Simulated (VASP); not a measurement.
An input for Ansatz (written as the equivalent of a VASP run, and not itself run):

Ansatz 0.2 input:
```yaml
crystal:
  lattice:
    - [0.0000000, 3.7050000, 3.7050000]
    - [3.7050000, 0.0000000, 3.7050000]
    - [3.7050000, 3.7050000, 0.0000000]
  atoms:
    - { symbol: K, position: [0.2500000, 0.2500000, 0.2500000] }
    - { symbol: K, position: [0.7500000, 0.7500000, 0.7500000] }
    - { symbol: S, position: [0.0000000, 0.0000000, 0.0000000] }
kpoints:
  mp_grid: { grid: [5, 5, 5] }
hamiltonian:
  xc: pbe
  pseudopotentials: { kind: paw }
scf:
  occupations: { method: gaussian, width: 0.05 }
  max_iter: 100
output: { forces: true, stress: true, eigenvalues: true }
```

Problem. Write the VASP files for the same calculation (PBE).

Solution. Several could match; the one computed here: 
INCAR:
```
ALGO = Fast
EDIFF = 1E-6
ENCUT = 400
GGA = PE
ISIF = 2
ISMEAR = 0
LASPH = T
LCHARG = F
LREAL = F
LWAVE = F
NELM = 100
PREC = Accurate
SIGMA = 0.05
SYSTEM = K2S
```

### KPOINTS
```
Automatic mesh
0
Gamma
5 5 5
0 0 0
```

**POSCAR**
```
K2S
5.2396610
  0.0000000000   0.7071068147   0.7071068147
  0.7071068147   0.0000000000   0.7071068147
  0.7071068147   0.7071068147   0.0000000000
K S
2 1
Cartesian
  0.3535534074   0.3535534074   0.3535534074
  1.0606602221   1.0606602221   1.0606602221
  0.0000000000   0.0000000000   0.0000000000
```

POTCAR, in this order: K_sv S (PBE.64 set). Program: vasp_std.

Limits of the translation: each code has its own PAW files, so the cut-off isn't converted (ENCUT is set for VASP's; basis.ecutwfc is left out, and Ansatz then takes the one that its files recommend); Ansatz stops its SCF on the density residual and VASP on the energy change (EDIFF).

The compound is K2S in the antifluorite structure. The cell was not relaxed at this level. The run is one of a series of settings (ALGO = Fast against the base run), some of them coarse on purpose.
